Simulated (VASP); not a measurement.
Here is the system:

```yaml
crystal:
  lattice:
    - [-1.58000, 1.58000, 1.58000]
    - [1.58000, -1.58000, 1.58000]
    - [1.58000, 1.58000, -1.58000]
  atoms:
    - { symbol: W, position: [0.00000, 0.00000, 0.00000] }
```

Method: RPBE GGA, VASP's PBE PAW potentials (set 64) (plane waves; VASP 6.6.1). Run with 400 eV cut-off, 15×15×15 Γ-centred mesh, first-order Methfessel-Paxton smearing of 0.10 eV, potentials W_sv.

Unless said otherwise, spin-orbit coupling is left out, though it shifts the bands of the heavy elements here.

Task: What does the run give for the energy per atom (σ→0), pressure, band gap (on the k-mesh) with the smallest direct gap where there is one?

Result: 
```
Property                                                    Result
------------------------  ----------------------------------------
band gap (on the k-mesh)  none (metal, semimetal or under 0.01 eV)
energy per atom (σ→0)                              -12.382 eV/atom
pressure                                                 11.70 GPa
```

Total energies compare only between runs with the same potentials, cut-off and functional.

The compound is W in the bcc structure. The cell was not relaxed at this level. The run is one of a series of settings (GGA = RP against the base run), some of them coarse on purpose.
